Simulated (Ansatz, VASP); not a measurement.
# C (Diamond) in two plane-wave programs, part 2 of 2

Aim: how closely do two programs agree when they are given the same cell, functional and k mesh? The cell is taken from a series of runs on this material, whose earlier steps may have relaxed, scaled, displaced or heated it; both programs get it as it stands.

VASP 6.6.1 and Ansatz 0.2.0.

So far: The structure; VASP: zone-centre phonons, PBE, pair 1.

## 3. Ansatz: zone-centre phonons, PBE, pair 1

Level of this step: Ansatz beside VASP: Kohn-Sham DFT, plane waves, PBE (Ansatz).

Ansatz runs on its default PAW (the set named soft_2) files.

The same cell, functional and mesh now go to Ansatz, which takes its cutoff from its data sets.

The input, input.yaml:

```yaml
crystal:
  lattice:
    - [0.0, 1.7767994192, 1.7767994192]
    - [1.7767994192, 0.0, 1.7767994192]
    - [1.7767994192, 1.7767994192, 0.0]
  atoms:
    - { symbol: C, position: [0.0, 0.0, 0.0] }
    - { symbol: C, position: [0.25, 0.25, 0.25] }
kpoints:
  mp_grid: { grid: [10, 10, 10] }
hamiltonian:
  xc: pbe
scf:
  occupations: { method: fixed }
output:
  eigenvalues: true
phonons:
  method: dfpt
  dielectric: true
  rigid_motions: translations
```

Launch:

```sh
ansatz run input.yaml --threads 4 --pin off --max-ram 15360MiB --backend cpu --events-out ev --progress --plain --runs-dir out
```

Numbers of over 12 decimals in the logs are rounded to 6 here.

What it wrote:

```text
Engine: ansatz 0.2.0, aarch64-unknown-linux-gnu
Pseudopotentials: kind: paw
Pseudopotential: C, paw, valence charge 4, recommended cutoff 420 eV (normal), C.paw.azcp
Functional definition: PBE
  parameter kappa = 0.804
  parameter beta = 0.066725
  exchange = pbe_x(kappa = kappa, mu = beta*pi^2/3)
  correlation = pbe_c(beta = beta)
Crystal: 2 atoms, lattice volume = 11.219 Å³
Basis set: ecut = 420 eV, 229 PW (Γ), exchange–correlation on 40×40×40 points (8 copies of the dense FFT grid, shifted against one another)
Bands: 8, of which v1, the nominal top of the filled ones, is band 4 counted from 1 (3 counted from 0)
Symmetry: 48 space group operations
k-points: 171 of 1000 (irreducible under 4 space group operations, time reversal used)
Non-local potential: C, projectors of the file, l = 0: 2, l = 1: 2, l = 2: 1
PAW form: soft (Blöchl's): semilocal exchange-correlation on the pseudo side does not see the compensation charge
PAW one-centre angular grid: C, 110 points (default); XC on 64 Gauss nodes
Initial density: superposition of atomic densities (neutral atoms: chi_scale 0, normalization atom), corrected by the library's trained network
Initial wavefunctions: pseudopotential atomic-orbital guess
Functional: x = pbe(κ = 0.804, μ = 0.219515), c = pbe(β = 0.066725)
SCF iter   1: F=—  HF=-501.611935 eV  |F-HF|=—  |Δ(HF+E_count)|=         —  Δρ=1.72e-3  dr2=6.27e-5  ethr=1.77e-3  ⟨swp⟩=3.9  Hψ=8151  notcnv=0  defer=261
preconditioner: auto → none  [insulator: Δε(μ)=4.209 eV  Ē_g=19.795 eV  n_scr=0 (ndim 8)  ℏωp=31.4 eV  f_vac=0.000  ε∞_Penn≈3.5]
SCF iter   2: F=—  HF=-501.612015 eV  |F-HF|=—  |Δ(HF+E_count)|=   8.04e-5  Δρ=8.78e-4  dr2=1.59e-5  ethr=7.84e-7  ⟨swp⟩=2.0  Hψ=3636  notcnv=0  defer=303
SCF iter   3: F=—  HF=-501.612077 eV  |F-HF|=—  |Δ(HF+E_count)|=   6.21e-5  Δρ=8.99e-5  dr2=6.95e-7  ethr=1.99e-7  ⟨swp⟩=2.1  Hψ=2210  notcnv=0  defer=274
SCF iter   4: F=—  HF=-501.612078 eV  |F-HF|=—  |Δ(HF+E_count)|=   1.22e-7  Δρ=4.16e-5  dr2=1.29e-7  ethr=8.69e-9  ⟨swp⟩=1.2  Hψ=1484  notcnv=0
SCF iter   5: F=—  HF=-501.612078 eV  |F-HF|=—  |Δ(HF+E_count)|=   1.71e-9  Δρ=2.49e-6  dr2=4.79e-10  ethr=1.61e-9  ⟨swp⟩=2.7  Hψ=2057  notcnv=0
SCF iter   6: F=-501.612078 eV  HF=-501.612078 eV  |F-HF|=3.39e-11  |Δ(HF+E_count)|=  4.15e-10  Δρ=9.39e-7  dr2=7.50e-11  ethr=1.25e-12  ⟨swp⟩=6.9  Hψ=7111  notcnv=0
SCF 1 converged in 6 iterations: F = -501.612078 eV  dr2 = 7.50e-11
  greatest PAW one-centre occupation: 0.646 electrons in one spin orbital (limit 2), on the C atom at site 1 (counted from 0), in its partial waves of l = 0
NSCF: frozen V_eff on 2 k-points
DFPT response loops at Γ: preconditioner auto → none (the input reference at scf.mixing.eps_inf says where Resta's filter doesn't serve); β = 0.50; Broyden in place of MSR1
── the response to a field inside a basis, on 10×10×10 k-points: an SCF that follows is theirs, and a resumed run solves both again ──
Bands: 5, of which v1, the nominal top of the filled ones, is band 4 counted from 1 (3 counted from 0)
k-points: 110 of 1000 (irreducible under 12 space group operations)
Initial density: handed on by an earlier stage of this run
Initial wavefunctions: pseudopotential atomic-orbital guess (no wavefunctions were taken with the density)
Eigensolver: Dense (110 Hₖ)
SCF iter   1: F=—  HF=-501.616678 eV  |F-HF|=—  |Δ(HF+E_count)|=         —  Δρ=7.88e-4  dr2=1.01e-5  ethr=1.00e-1
preconditioner: auto → none  [insulator: Δε(μ)=4.486 eV  Ē_g=16.105 eV  n_scr=0 (ndim 8)  ℏωp=31.4 eV  f_vac=0.000  ε∞_Penn≈4.8]
SCF iter   2: F=—  HF=-501.616688 eV  |F-HF|=—  |Δ(HF+E_count)|=   9.78e-6  Δρ=3.92e-4  dr2=2.29e-6  ethr=1.27e-7
SCF iter   3: F=-501.616692 eV  HF=-501.616692 eV  |F-HF|=1.70e-8  |Δ(HF+E_count)|=   3.93e-6  Δρ=2.30e-5  dr2=8.98e-9  ethr=2.86e-8
SCF 1 converged in 3 iterations: F = -501.616692 eV  dr2 = 8.98e-9
DFPT response loops at Γ: mixed as the last ones told, above
SCF converged after 6 iterations
Free energy (F): -501.612078 eV
Harris-Foulkes:  -501.612078 eV  (|F-HF|=3.39e-11)
Internal energy: -501.612078 eV  (E = F + TS)
E sigma→0 (E₀):  -501.612078 eV
Fermi energy:    13.516696 eV
--- Per-component energies (eV) ---
  E_band       = 35.764739
  E_kinetic    = 185.304133
  E_local      = -121.593023  (includes V_loc(G=0)·N_el)
  E_nonlocal   = 53.451875
  E_hartree    = 26.614382
  E_xc         = -97.630485
  E_vxc        = -121.218668  (∫ρ·V_xc dr)
  E_paw        = -198.510856  (= ΣΔE_a)
  E_vpaw       = -13.408436  (= ΣTr[D̂ρ^β])
  E_aug_tail   = 0.000016  (compensation charges beyond the density's cutoff)
  E_ewald      = -349.248120
  E_smearing   = -0.000000  (= −TS)
  E_closure    = 0.000000  (closes the sum)
  Σ components = -501.612078   (vs F -501.612078, Δ=0.00e0)
--- Band table (eV; the first three rows and the last of 171) ---
  k-point 0: bands = ["-8.1113", "13.5167", "13.5167", "13.5167", "19.1415", "19.1415", "19.1415", "27.0484"]
  k-point 1: bands = ["-7.8325", "11.8250", "13.0642", "13.0642", "19.7349", "19.7349", "20.1024", "27.2759"]
  k-point 2: bands = ["-7.0011", "8.5948", "12.1773", "12.1773", "20.8777", "20.8777", "21.3398", "27.9061"]
  k-point 170: bands = ["0.2644", "2.0697", "4.7923", "6.4723", "23.0150", "24.1539", "26.6472", "26.8777"]
--- Phonons (Γ-DFPT): 1 representative perturbation + reference, on 171 of 1000 k-points (Σ response iterations 3) ---
  k mesh reduced under 4 symmetry operations, with k and −k counted as one. Each operation leaves every solved perturbation unchanged. A smaller set is not considered because the run solves the response to a homogeneous field
  ASR residual: 3.239e-4 → 0.000e0 eV/Å²; symmetrization residual: 5.684e-14 eV/Å²
  ASR residual per site (eV/Å²): 3.24e-4 3.24e-4
  Γ frequencies (cm⁻¹): 0.00 0.00 0.00 1309.66 1309.66 1309.66
  ε∞ (high-frequency dielectric tensor):
        5.826939     0.000000    -0.000000
        0.000000     5.826939     0.000000
       -0.000000     0.000000     5.826939
  ε⁰ (static dielectric tensor: ions relaxed, cell fixed):
        5.826939     0.000000    -0.000000
        0.000000     5.826939     0.000000
       -0.000000     0.000000     5.826939
  ε⁰ − ε∞ (ionic part):
        0.000000    -0.000000    -0.000000
       -0.000000     0.000000     0.000000
       -0.000000     0.000000     0.000000
  softest optical mode at Γ: 1309.66 cm⁻¹; the repairs (sum rule, projections) moved no ω² at Γ by more than (2.71 cm⁻¹)²
  Born effective charges Z* (e; rows j = field, columns β = displacement):
    site 0:
         0.00000    0.00000    0.00000
        -0.00000    0.00000   -0.00000
        -0.00000   -0.00000    0.00000
    site 1:
         0.00000   -0.00000   -0.00000
         0.00000    0.00000    0.00000
         0.00000    0.00000    0.00000
  Z* charge neutrality: 5.939e-4 e pre-enforcement
  solved inside a basis spanned on kpoints, on 10×10×10 k-points, its susceptibility summed on 14×14×14: ε∞ is read to err by 1.6e-2, Z* by 4.4e-3 e (field_mesh: kpoints solves on kpoints)
  optical modes at Γ without the LO–TO term, one row a degenerate level:
      ω (cm⁻¹)  modes    IR ((D/Å)²/amu)
       1309.66      3             0.0000
  optical modes at Γ + LO–TO along q̂ = [1.0000, 0.0000, 0.0000]:
      ω (cm⁻¹)  modes    IR ((D/Å)²/amu)
       1309.66      3             0.0000
  optical modes at Γ + LO–TO along q̂ = [0.0000, 1.0000, 0.0000]:
      ω (cm⁻¹)  modes    IR ((D/Å)²/amu)
       1309.66      3             0.0000
  optical modes at Γ + LO–TO along q̂ = [0.0000, 0.0000, 1.0000]:
      ω (cm⁻¹)  modes    IR ((D/Å)²/amu)
       1309.66      3             0.0000
```

## 4. Differences

Known differences besides the potentials themselves: fixed occupations in Ansatz, narrow Gaussian smearing in VASP; VASP's response is taken on the typed mesh, Ansatz refines its own for the field response alone; the cutoff is 420 eV in Ansatz and 600 eV in VASP. Total energies have different zeros and are not compared.

The two programs side by side:

```tsv
quantity	Ansatz	VASP	difference
ε∞ xx	5.83	5.84	-0.25 %
ε∞ yy	5.83	5.84	-0.25 %
ε∞ zz	5.83	5.84	-0.25 %
Born charge of C1 (mean of the diagonal) (e)	0.00	0.00	0.00
optical mode 1 to 3 (cm⁻¹)	1309.7	1313.3	-0.27 %
```

Modes are paired by rising frequency, not by their patterns, so a pair may set unlike modes beside each other; they are those without the splitting of longitudinal modes.

## 5. VASP: zone-centre phonons, PBE, pair 2

Second derivatives magnify differences that forces hide, and they need a tight electronic threshold. The cell compared in this pair holds 11.56 Å³, against 11.22 Å³ for the pair before.

The input, INCAR:

```
SYSTEM = C
PREC = Accurate
ENCUT = 600
EDIFF = 1E-08
NELM = 120
ISMEAR = 0
SIGMA = 0.01
LREAL = .FALSE.
ALGO = Normal
GGA = PE
NBANDS = 10
LORBIT = 11
LWAVE = .FALSE.
LCHARG = .FALSE.
ISIF = 2
IBRION = 8
LEPSILON = .TRUE.
LASPH = .TRUE.
GGA_COMPAT = .FALSE.
EFERMI = MIDGAP
KPAR = 2
```

The input, POSCAR:

```
C
1.0
    0.0000000000      1.7946578964      1.7946578964
    1.7946578964      0.0000000000      1.7946578964
    1.7946578964      1.7946578964      0.0000000000
C
2
Direct
    0.0000000000      0.0000000000      0.0000000000
    0.2500000000      0.2500000000      0.2500000000
```

The input, KPOINTS:

```
Automatic mesh
0
Gamma
10 10 10
0 0 0
```

Potentials, in the order of the species: C (PBE family, release 64).

Launch:

```sh
mpirun -np 2 vasp_std
```

What it wrote:

```text
[... set-up lines as in an earlier step ...]
 entering main loop
       N       E                     dE             d eps       ncg     rms          rms(c)
DAV:   1     0.280001635044E+01    0.28000E+01   -0.51861E+03   940   0.882E+02
DAV:   2    -0.183714310361E+02   -0.21171E+02   -0.20656E+02  1298   0.133E+02
DAV:   3    -0.187885678611E+02   -0.41714E+00   -0.41640E+00  1118   0.157E+01
DAV:   4    -0.187893600124E+02   -0.79215E-03   -0.79212E-03  1024   0.804E-01
[...]
DAV:  11    -0.181877624187E+02   -0.12320E-07   -0.20590E-07  1208   0.442E-03    0.644E-04
DAV:  12    -0.181877623637E+02    0.55000E-07   -0.19845E-08  1036   0.151E-03    0.220E-04
DAV:  13    -0.181877623587E+02    0.49870E-08   -0.63674E-10   518   0.224E-04
   1 F= -.18187762E+02 E0= -.18187762E+02  d E =0.000000E+00
 Linear response reoptimize wavefunctions to high precision
DAV:   1    -0.181877623618E+02   -0.31395E-08   -0.41396E-11   622   0.692E-05
DAV:   2    -0.181877623618E+02   -0.14040E-10   -0.25815E-12   496   0.135E-05
 Linear response G [H, r] |phi>, progress :
  Direction:   1
[...]
RMM:   9    -0.168417947312E+00   -0.25336E-07   -0.30125E-11  2657   0.783E-05    0.176E-06
 change of polarisation eV/A/(eV/A) component  3 :     0.011     0.065     0.312
 dielectric tensor                  component  3 :     0.175     1.020     5.889
 Linear response DOF=           1
 Linear response progress:
  Degree of freedom:   1/  1
       N       E                     dE             d eps       ncg     rms          rms(c)
RMM:   1    -0.119424670212E+00   -0.11942E+00   -0.13570E-02  8104   0.205E+00
RMM:   2    -0.110784243817E+00    0.86404E-02   -0.42626E-03  5200   0.391E-01    0.172E-01
RMM:   3    -0.110827629777E+00   -0.43386E-04   -0.36129E-04  5161   0.972E-02    0.957E-02
RMM:   4    -0.111563149611E+00   -0.73552E-03   -0.35621E-04  5076   0.102E-01    0.136E-02
[...]
RMM:   9    -0.111478975226E+00    0.17510E-06   -0.33525E-07  5848   0.228E-05    0.372E-06
RMM:  10    -0.111478987164E+00   -0.11938E-07   -0.36648E-07  5237   0.702E-06    0.284E-07
RMM:  11    -0.111478984830E+00    0.23341E-08   -0.32809E-07  3964   0.253E-06    0.838E-08
 first order change of Fermi-energy  -0.50284E+01
 force on displaced ion       1 direction 1 : -35.878   0.000   0.000
 Born effective charge ion    1 direction 1 :  -0.001   0.000   0.000
 Born effective charges drift removed
 Linear response finished
```

OUTCAR, selected parts (step 5):

```text
  Total       -0.4544077     -0.4544077     -0.4544077     -0.0000000      0.0000000      0.0000000
  in kB      -62.9768887    -62.9768887    -62.9768887     -0.0000000      0.0000000      0.0000000
  external PRESSURE =     -62.9768887 kB  Pullay stress =       0.0000000 kB

 POSITION                                       TOTAL-FORCE (eV/Angst)
 -----------------------------------------------------------------------------------
      0.00000      0.00000      0.00000        -0.000000     -0.000000      0.000000
      0.89733      0.89733      0.89733         0.000000      0.000000      0.000000
 -----------------------------------------------------------------------------------
    total drift:                                0.000000      0.000000      0.000000

 MACROSCOPIC STATIC DIELECTRIC TENSOR (including local field effects in DFT)
 ------------------------------------------------------
           5.889013    -0.000000     0.000000
           0.000000     5.889013     0.000000
          -0.000000     0.000000     5.889013
 ------------------------------------------------------

 MACROSCOPIC STATIC DIELECTRIC TENSOR IONIC CONTRIBUTION
 ------------------------------------------------------
           0.000000     0.000000     0.000000
           0.000000     0.000000    -0.000000
           0.000000    -0.000000     0.000000
 ------------------------------------------------------

[... 1 part as in an earlier step ...]

[... 1 further part left out ...]
```

## 6. Ansatz: zone-centre phonons, PBE, pair 2

The same cell, functional and mesh now go to Ansatz, which takes its cutoff from its data sets.

The cell is taken from a series of runs on this material, whose earlier steps may have relaxed, scaled, displaced or heated it; both programs get it as it stands.

input.yaml, the sections that differ from step 3:

```yaml
crystal:
  lattice:
    - [0.0, 1.7946578964, 1.7946578964]
    - [1.7946578964, 0.0, 1.7946578964]
    - [1.7946578964, 1.7946578964, 0.0]
  atoms:
    - { symbol: C, position: [0.0, 0.0, 0.0] }
    - { symbol: C, position: [0.25, 0.25, 0.25] }
# kpoints, hamiltonian, scf, output, phonons: as in step 3
```

Launch:

```sh
ansatz run input.yaml --threads 4 --pin off --max-ram 15360MiB --backend cpu --events-out ev --progress --plain --runs-dir out
```

What it wrote:

```text
[...]
Crystal: 2 atoms, lattice volume = 11.560 Å³
Basis set: ecut = 420 eV, 229 PW (Γ), exchange–correlation on 40×40×40 points (8 copies of the dense FFT grid, shifted against one another)
Bands: 8, of which v1, the nominal top of the filled ones, is band 4 counted from 1 (3 counted from 0)
Symmetry: 48 space group operations
k-points: 171 of 1000 (irreducible under 4 space group operations, time reversal used)
[...]
ω (cm⁻¹)  modes    IR ((D/Å)²/amu)
       1270.89      3             0.0000
  optical modes at Γ + LO–TO along q̂ = [1.0000, 0.0000, 0.0000]:
      ω (cm⁻¹)  modes    IR ((D/Å)²/amu)
       1270.89      3             0.0000
  optical modes at Γ + LO–TO along q̂ = [0.0000, 1.0000, 0.0000]:
      ω (cm⁻¹)  modes    IR ((D/Å)²/amu)
       1270.89      3             0.0000
  optical modes at Γ + LO–TO along q̂ = [0.0000, 0.0000, 1.0000]:
      ω (cm⁻¹)  modes    IR ((D/Å)²/amu)
       1270.89      3             0.0000
[key lines of the parts left out:]
SCF converged after 6 iterations
Free energy (F): -501.612305 eV
Fermi energy:    12.978461 eV
```

## 7. Differences

Both answers:

```tsv
quantity	Ansatz	VASP	difference
ε∞ xx	5.87	5.89	-0.25 %
ε∞ yy	5.87	5.89	-0.25 %
ε∞ zz	5.87	5.89	-0.25 %
Born charge of C1 (mean of the diagonal) (e)	0.00	0.00	0.00
optical mode 1 to 3 (cm⁻¹)	1270.9	1274.6	-0.29 %
```

Modes are paired by rising frequency, not by their patterns, so a pair may set unlike modes beside each other; they are those without the splitting of longitudinal modes.

## 8. Summary of results

```
r.m.s. difference of the optical zone-centre modes, each program's sorted by frequency (zone-centre phonons, PBE, pair 1) : 3.6 cm⁻¹
r.m.s. difference of the optical zone-centre modes, each program's sorted by frequency (zone-centre phonons, PBE, pair 2) : 3.7 cm⁻¹
```

**Reading.** The r.m.s. difference of the optical zone-centre modes, each program's sorted by frequency is 3.6 cm⁻¹ (zone-centre phonons, PBE, pair 1). How closely two codes agree says nothing of how well the functional describes the real material.

[Lines on the potential files, build, host, timing and source positions are cut from VASP's logs without a mark.]

[Logs are printed without paths, hosts, clocks, repeated set-up lines and the standing remarks that a program may print on its own settings, such as how far it seeks lower states.]

[Hosts, paths, dates, database ids (printed as entryN), source tags and the programs' standing remarks are cut or masked in the printed files.]
